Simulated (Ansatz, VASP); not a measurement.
## InP: VASP beside Ansatz

Wanted: the spread between two codes on one cell, functional and k mesh. The cell is taken from a series of runs on this material, whose earlier steps may have relaxed, scaled, displaced or heated it; both programs get it as it stands.

Method: plane waves, with VASP 6.6.1 beside it; G0W0 gap at r2SCAN, in Ansatz 0.2.0.

### Step 1. Set-up

The structure is orthorhombic, space group Imm2 (No. 44). Conventional cell: a = 4.124 Å, b = 4.161 Å, c = 5.832 Å, α = 90.00°, β = 90.00°, γ = 90.00°. In has 4 P at 2.53 Å nearest. P has 4 In at 2.53 Å nearest. Farther neighbours are not listed.

### Step 2. VASP: G0W0 gap, r2SCAN

Quasiparticle shifts depend on high empty states and on the cores, so they are the hardest test of two PAW sets.

Lines of VASP's logs that name or quote its potential files are left out, and so is its time.

The run reads the wave functions of an earlier VASP run, which isn't shown here.

File INCAR:

```
SYSTEM = InP
PREC = Accurate
ENCUT = 300
ISMEAR = 0
SIGMA = 0.01
LREAL = .FALSE.
METAGGA = R2SCAN
LASPH = .TRUE.
NBANDS = 224
ALGO = EVGW0
NELMGW = 1
ENCUTGW = 150
NOMEGA = 64
PRECFOCK = Fast
NBANDSGW = 24
LWAVE = .FALSE.
LCHARG = .FALSE.
```

File POSCAR:

```
InP
1.0
   -2.0618155379     -2.9158475000      2.0803724714
    2.0618155379     -2.9158475000      2.0803724714
    0.0000000000      0.0000000000      4.1607449428
In P
1 1
Direct
    0.9991530002      0.9991530002      0.0008469998
    0.7508469998      0.7508469998      0.7491530002
```

File KPOINTS:

```
Automatic mesh
0
Gamma
6 6 6
0 0 0
```

Potentials, in the order of the species: In_d_GW and P_GW (PBE family, release 64).

Started as:

```console
> mpirun -np 8 vasp_std
```

Numbers of over 12 decimals in the logs are rounded to 6 here.

The log of the run:

```text
[banner, memory and clock lines left out]
running    8 mpi-ranks, on    1 nodes
 distrk:  each k-point on    8 cores,    1 groups
 distr:  one band on    1 cores,    8 groups

 POSCAR found type information on POSCAR InP
 POSCAR found :  2 types and       2 ions
|                                                                             |
|           W    W    AA    RRRRR   N    N  II  N    N   GGGG   !!!           |
|           W    W   A  A   R    R  NN   N  II  NN   N  G    G  !!!           |
|           W    W  A    A  R    R  N N  N  II  N N  N  G       !!!           |
|           W WW W  AAAAAA  RRRRR   N  N N  II  N  N N  G  GGG   !            |
|           WW  WW  A    A  R   R   N   NN  II  N   NN  G    G                |
|           W    W  A    A  R    R  N    N  II  N    N   GGGG   !!!           |
|                                                                             |
|     For optimal performance we recommend to set                             |
|       NCORE = 2 up to number-of-cores-per-socket                            |
|     NCORE specifies how many cores store one orbital (NPAR=cpu/NCORE).      |
|     This setting can greatly improve the performance of VASP for DFT.       |
|     The default, NCORE=1 might be grossly inefficient on modern             |
|     multi-core architectures or massively parallel machines. Do your        |
|     Unfortunately you need to use the default for GW and RPA                |
|     calculations (for HF NCORE is supported but not extensively tested      |
|     yet).                                                                   |
|                                                                             |

|                                                                             |
|               ----> ADVICE to this user running VASP <----                  |
|                                                                             |
|     You enforced a specific xc type in the INCAR file but a different       |
|     [... a line on the potential file left out ...]
|     I HOPE YOU KNOW WHAT YOU ARE DOING!                                     |
|                                                                             |

|                                                                             |
|           W    W    AA    RRRRR   N    N  II  N    N   GGGG   !!!           |
|           W    W   A  A   R    R  NN   N  II  NN   N  G    G  !!!           |
|           W    W  A    A  R    R  N N  N  II  N N  N  G       !!!           |
|           W WW W  AAAAAA  RRRRR   N  N N  II  N  N N  G  GGG   !            |
|           WW  WW  A    A  R   R   N   NN  II  N   NN  G    G                |
|           W    W  A    A  R    R  N    N  II  N    N   GGGG   !!!           |
|                                                                             |
|     The default for ENCUTGWSOFT is different in this version of VASP.       |
|     please manually set ENCUTGWSOFT =150 in the INCAR file.                 |
|                                                                             |

 LDA part: xc-table for (None), standard interpolation
 found WAVECAR, reading the header
 POSCAR, INCAR and KPOINTS ok, starting setup
 FFT: planning ... GRIDC
 FFT: planning ... GRID_SOFT
 FFT: planning ... GRID
 reading WAVECAR
 the WAVECAR file was read successfully
 initial charge from wavefunction
 available memory per node:     33.47 GB, setting MAXMEM to     34277

 The Fermi energy was updated, please check that it is located mid-gap
 values below the HOMO (VB) or above the LUMO (CB) will cause erroneous energies
 E-fermi :   4.4031

 calculate exact exchange contribution
 the WAVEDER file was read successfully
energies w=
    0.000    0.000    0.393    0.000    0.784    0.000    1.174    0.000
    1.562    0.000    1.946    0.000    2.326    0.000    2.702    0.000
    3.073    0.000    3.439    0.000    3.800    0.000    4.155    0.000
    4.506    0.000    4.852    0.000    5.194    0.000    5.532    0.000
    5.866    0.000    6.198    0.000    6.527    0.000    6.854    0.000
    7.180    0.000    7.505    0.000    7.831    0.000    8.158    0.000
    8.487    0.000    8.819    0.000    9.154    0.000    9.494    0.000
    9.839    0.000   10.192    0.000   10.553    0.000   10.923    0.000
   11.304    0.000   11.699    0.000   12.107    0.000   12.533    0.000
   12.977    0.000   13.443    0.000   13.934    0.000   14.453    0.000
[...]
performed       3681000 updates of chi_q(r,r)
 total number of BLAS operations       1093.83 Gflops
NQ=   3    0.3333    0.0000    0.0000,
|.........|.........|.........|.........|.........|.........|.........|.........
 performed       6032000 updates of chi_q(r,r)
 total number of BLAS operations       1884.55 Gflops
NQ=   4    0.5000    0.0000    0.0000,
|.........|.........|.........|.........|.........|.........|.........|.........
 performed       7792000 updates of chi_q(r,r)
 total number of BLAS operations       2505.69 Gflops
NQ=   5    0.1667    0.1667    0.0000,
|.........|.........|.........|.........|.........|.........|.........|.........
 performed       9434000 updates of chi_q(r,r)
 total number of BLAS operations       3063.24 Gflops
NQ=   6    0.3333    0.1667    0.0000,
[...]
|.........|.........|.........|.........|.........|.........|.........|.........
 performed      39550000 updates of chi_q(r,r)
 total number of BLAS operations      13529.94 Gflops
NQ=  19   -0.1667    0.0000    0.1667,
|.........|.........|.........|.........|.........|.........|.........|.........
 performed      42708000 updates of chi_q(r,r)
 total number of BLAS operations      14623.08 Gflops
NQ=  20    0.3333    0.3333    0.1667,
|.........|.........|.........|.........|.........|.........|.........|.........
 performed      45092000 updates of chi_q(r,r)
 total number of BLAS operations      15432.49 Gflops
NQ=  21    0.5000    0.3333    0.1667,
|.........|.........|.........|.........|.........|.........|.........|.........
 performed      48250000 updates of chi_q(r,r)
 total number of BLAS operations      16546.76 Gflops
NQ=  22   -0.3333    0.3333    0.1667,
|.........|.........|.........|.........|.........|.........|.........|.........
 performed      51408000 updates of chi_q(r,r)
 total number of BLAS operations      17639.90 Gflops
NQ=  23   -0.1667    0.3333    0.1667,
|.........|.........|.........|.........|.........|.........|.........|.........
 performed      53706000 updates of chi_q(r,r)
 total number of BLAS operations      18450.70 Gflops
NQ=  24    0.5000    0.5000    0.1667,
|.........|.........|.........|.........|.........|.........|.........|.........
 performed      56090000 updates of chi_q(r,r)
 total number of BLAS operations      19283.86 Gflops
NQ=  25   -0.3333    0.5000    0.1667,
|.........|.........|.........|.........|.........|.........|.........|.........
 performed      58388000 updates of chi_q(r,r)
 total number of BLAS operations      20079.29 Gflops
NQ=  26    0.0000    0.0000    0.3333,
|.........|.........|.........|.........|.........|.........|.........|.........
 performed      60772000 updates of chi_q(r,r)
 total number of BLAS operations      20880.86 Gflops
NQ=  27    0.1667    0.0000    0.3333,
|.........|.........|.........|.........|.........|.........|.........|.........
 performed      63930000 updates of chi_q(r,r)
 total number of BLAS operations      21953.08 Gflops
NQ=  28    0.3333    0.0000    0.3333,
|.........|.........|.........|.........|.........|.........|.........|.........
 performed      66228000 updates of chi_q(r,r)
 total number of BLAS operations      22763.89 Gflops
NQ=  29    0.5000    0.0000    0.3333,
|.........|.........|.........|.........|.........|.........|.........|.........
 performed      69386000 updates of chi_q(r,r)
 total number of BLAS operations      23867.57 Gflops
NQ=  30   -0.3333   -0.0000    0.3333,
|.........|.........|.........|.........|.........|.........|.........|.........
 performed      72544000 updates of chi_q(r,r)
 total number of BLAS operations      25035.52 Gflops
NQ=  31   -0.1667   -0.0000    0.3333,
|.........|.........|.........|.........|.........|.........|.........|.........
 performed      75702000 updates of chi_q(r,r)
 total number of BLAS operations      26160.43 Gflops
NQ=  32    0.1667    0.1667    0.3333,
|.........|.........|.........|.........|.........|.........|.........|.........
 performed      77505000 updates of chi_q(r,r)
 total number of BLAS operations      26784.68 Gflops
NQ=  33    0.5000    0.1667    0.3333,
|.........|.........|.........|.........|.........|.........|.........|.........
 performed      80663000 updates of chi_q(r,r)
 total number of BLAS operations      27898.94 Gflops
NQ=  34   -0.3333    0.1667    0.3333,
|.........|.........|.........|.........|.........|.........|.........|.........
 performed      83197000 updates of chi_q(r,r)
 total number of BLAS operations      28776.24 Gflops
NQ=  35    0.5000    0.5000    0.3333,
|.........|.........|.........|.........|.........|.........|.........|.........
 performed      85581000 updates of chi_q(r,r)
 total number of BLAS operations      29609.40 Gflops
NQ=  36   -0.3333    0.5000    0.3333,
|.........|.........|.........|.........|.........|.........|.........|.........
 performed      88739000 updates of chi_q(r,r)
 total number of BLAS operations      30723.67 Gflops
NQ=  37   -0.1667    0.5000    0.3333,
|.........|.........|.........|.........|.........|.........|.........|.........
 performed      91037000 updates of chi_q(r,r)
 total number of BLAS operations      31519.10 Gflops
NQ=  38   -0.3333   -0.3333    0.3333,
|.........|.........|.........|.........|.........|.........|.........|.........
 performed      92840000 updates of chi_q(r,r)
 total number of BLAS operations      32192.29 Gflops
NQ=  39    0.0000    0.0000    0.5000,
|.........|.........|.........|.........|.........|.........|.........|.........
 performed      94622000 updates of chi_q(r,r)
 total number of BLAS operations      32821.01 Gflops
NQ=  40    0.1667    0.0000    0.5000,
|.........|.........|.........|.........|.........|.........|.........|.........
 performed      97780000 updates of chi_q(r,r)
 total number of BLAS operations      33924.69 Gflops
NQ=  41    0.3333    0.0000    0.5000,
|.........|.........|.........|.........|.........|.........|.........|.........
 performed     100938000 updates of chi_q(r,r)
 total number of BLAS operations      35028.37 Gflops
NQ=  42    0.5000    0.0000    0.5000,
|.........|.........|.........|.........|.........|.........|.........|.........
 performed     102526000 updates of chi_q(r,r)
 total number of BLAS operations      35610.37 Gflops
NQ=  43    0.1667    0.1667    0.5000,
|.........|.........|.........|.........|.........|.........|.........|.........
 performed     104910000 updates of chi_q(r,r)
 total number of BLAS operations      36459.55 Gflops
NQ=  44    0.3333    0.1667    0.5000,
|.........|.........|.........|.........|.........|.........|.........|.........
 performed     107208000 updates of chi_q(r,r)
 total number of BLAS operations      37270.35 Gflops
NQ=  45   -0.3333    0.1667    0.5000,
|.........|.........|.........|.........|.........|.........|.........|.........
 performed     109269000 updates of chi_q(r,r)
 total number of BLAS operations      37983.91 Gflops
NQ=  46   -0.1667    0.1667    0.5000,
|.........|.........|.........|.........|.........|.........|.........|.........
 performed     111825000 updates of chi_q(r,r)
 total number of BLAS operations      38885.75 Gflops
 resolving degeneracies of screened two electron integrals

 calculate QP shifts <psi_nk| G(iteration)W_0 |psi_nk>: iteration 1
 entering main loop
```

Parts of OUTCAR (step 2):

```text
ion  position               nearest neighbor table
   1  0.999  0.999  0.001-   2 2.53   2 2.53   2 2.53   2 2.53
   2  0.751  0.751  0.749-   1 2.53   1 2.53   1 2.53   1 2.53

  LATTYP: Found a body centered orthorhombic cell.
 ALAT       =     4.1236310758
 B/A-ratio  =     1.0090002879
 C/A-ratio  =     1.4142135639

 Subroutine GETGRP returns: Found  4 space group operations
 (whereof  4 operations were pure point group operations)

The static configuration has the point symmetry C_2v.

 Found     46 irreducible k-points:

   k-points           NKPTS =     46   k-points in BZ     NKDIM =    216   number of bands    NBANDS=    224

   dimension x,y,z NGX =    24 NGY =   24 NGZ =   24
   dimension x,y,z NGXF=    48 NGYF=   48 NGZF=   48

   ENCUT  =  300.0 eV  22.05 Ry    4.70 a.u.   5.84  5.84  5.88*2*pi/ulx,y,z

   NELECT =      18.0000    total number of electrons

  energy-cutoff  :      300.00
  volume of cell :       50.03
      direct lattice vectors                 reciprocal lattice vectors
    -2.061815538 -2.915847500  2.080372471    -0.242504720 -0.171476732  0.000000000
     2.061815538 -2.915847500  2.080372471     0.242504720 -0.171476732  0.000000000
     0.000000000  0.000000000  4.160744943     0.000000000  0.171476732  0.240341577

 k-points in reciprocal lattice and weights: Automatic mesh
   0.00000000  0.00000000  0.00000000       0.005
   0.16666667  0.00000000  0.00000000       0.019
   0.33333333  0.00000000  0.00000000       0.019
   0.50000000  0.00000000  0.00000000       0.009
   0.16666667  0.16666667  0.00000000       0.009
   0.33333333  0.16666667  0.00000000       0.019
   0.50000000  0.16666667  0.00000000       0.019
  -0.33333333  0.16666667  0.00000000       0.019
  -0.16666667  0.16666667  0.00000000       0.009
[...]
-0.33333333  0.16666667  0.50000000       0.019
  -0.16666667  0.16666667  0.50000000       0.019

 E-fermi :   4.4031

 QP shifts <psi_nk| G(iteration)W_0 |psi_nk>: iteration 1
 for sc-GW calculations column KS-energies equals QP-energies in previous step
 and V_xc(KS)=  KS-energies - (<T + V_ion + V_H > + <T+V_H+V_ion>^1  + <V_x>^1)
 k-point   1 :       0.0000    0.0000    0.0000
  band No.  KS-energies  QP-energies   sigma(KS)   V_xc(KS)     V^pw_x(r,r')   Z            occupation Imag(sigma)
    ...
      6      -8.2493      -8.3094     -12.0692     -11.9733     -18.2932       0.6268       2.0000       0.8422
      7       3.7608       3.3327     -13.0032     -12.4419     -13.9479       0.7627       2.0000       0.0336
      8       3.8147       3.3860     -13.0074     -12.4454     -13.9479       0.7627       2.0000       0.0337
      9       3.8259       3.3963     -13.0209     -12.4575     -13.9650       0.7624       2.0000       0.0340
     10       4.9804       4.8978     -10.6471     -10.5411      -6.8887       0.7792       0.0000      -0.0037
     11       8.1801       8.2453      -9.7500      -9.8344      -5.5352       0.7727       0.0000      -0.0222
     12       8.2230       8.2879      -9.7650      -9.8491      -5.5366       0.7725       0.0000      -0.0221
     13       8.2778       8.3424      -9.7776      -9.8613      -5.5379       0.7717       0.0000      -0.0223
    ...

 k-point   2 :       0.1667    0.0000    0.0000
  band No.  KS-energies  QP-energies   sigma(KS)   V_xc(KS)     V^pw_x(r,r')   Z            occupation Imag(sigma)
    ...
      6      -7.9128      -8.0125     -12.2687     -12.1135     -18.3438       0.6428       2.0000       0.8229
      7       1.6499       1.1676     -12.3531     -11.7074     -13.7556       0.7469       2.0000       0.0547
      8       3.4400       2.9990     -12.8259     -12.2468     -13.8560       0.7615       2.0000       0.0346
      9       3.4996       3.0579     -12.8376     -12.2572     -13.8649       0.7612       2.0000       0.0348
     10       5.9787       5.9584     -10.5447     -10.5185      -6.6961       0.7744       0.0000      -0.0094
     11       8.6459       8.7122      -9.8727      -9.9592      -5.5171       0.7652       0.0000      -0.0274
     12       8.6928       8.7248      -9.9300      -9.9720      -5.5615       0.7626       0.0000      -0.0315
     13       8.7078       8.7283      -9.9529      -9.9798      -5.5795       0.7618       0.0000      -0.0328
    ...

 k-point   3 :       0.3333    0.0000    0.0000
  band No.  KS-energies  QP-energies   sigma(KS)   V_xc(KS)     V^pw_x(r,r')   Z            occupation Imag(sigma)
    ...
      6      -7.0493      -7.2093     -12.7168     -12.4780     -18.4628       0.6701       2.0000       0.7491
      7      -0.8685      -1.3366     -11.8772     -11.2184     -14.4826       0.7105       2.0000       0.1304
      8       2.9392       2.4791     -12.6433     -12.0359     -13.8530       0.7575       2.0000       0.0365
      9       3.0025       2.5409     -12.6584     -12.0492     -13.8643       0.7577       2.0000       0.0366
     10       5.7909       5.7899     -10.1756     -10.1743      -6.3125       0.7791       0.0000      -0.0068
     11       8.9823       9.0367      -9.6401      -9.7115      -5.2071       0.7625       0.0000      -0.0368
     12       9.0255       9.0805      -9.6514      -9.7237      -5.1978       0.7615       0.0000      -0.0378
     13      10.5702      10.4251      -9.6968      -9.4999      -4.6314       0.7371       0.0000      -0.1039
    ...

 k-point   4 :       0.5000    0.0000    0.0000
  band No.  KS-energies  QP-energies   sigma(KS)   V_xc(KS)     V^pw_x(r,r')   Z            occupation Imag(sigma)
    ...
      6      -6.4074      -6.5882     -13.1347     -12.8681     -18.6763       0.6782       2.0000       0.6783
      7      -2.1049      -2.5488     -11.4193     -10.7863     -14.5577       0.7014       2.0000       0.2227
      8       2.7317       2.2646     -12.5866     -11.9685     -13.8753       0.7556       2.0000       0.0373
      9       2.7963       2.3279     -12.6029     -11.9831     -13.8874       0.7558       2.0000       0.0375
     10       5.6221       5.6213     -10.1633     -10.1623      -6.3418       0.7810       0.0000      -0.0059
     11       8.9029       8.9503      -9.4519      -9.5140      -5.0693       0.7642       0.0000      -0.0384
     12       8.9452       8.9939      -9.4629      -9.5266      -5.0588       0.7632       0.0000      -0.0394
     13      11.3561      11.0605      -8.4359      -8.0363      -3.2888       0.7399       0.0000      -0.1402
    ...

[... 4 further parts left out ...]
```

[end of part 1 of 2]

[Lines on the potential files, build, host, timing and source positions are cut from VASP's logs without a mark.]

[Logs are printed without paths, hosts, clocks, repeated set-up lines and the standing remarks that a program may print on its own settings, such as how far it seeks lower states.]

[Hosts, paths, dates, database ids (printed as entryN), source tags and the programs' standing remarks are cut or masked in the printed files.]
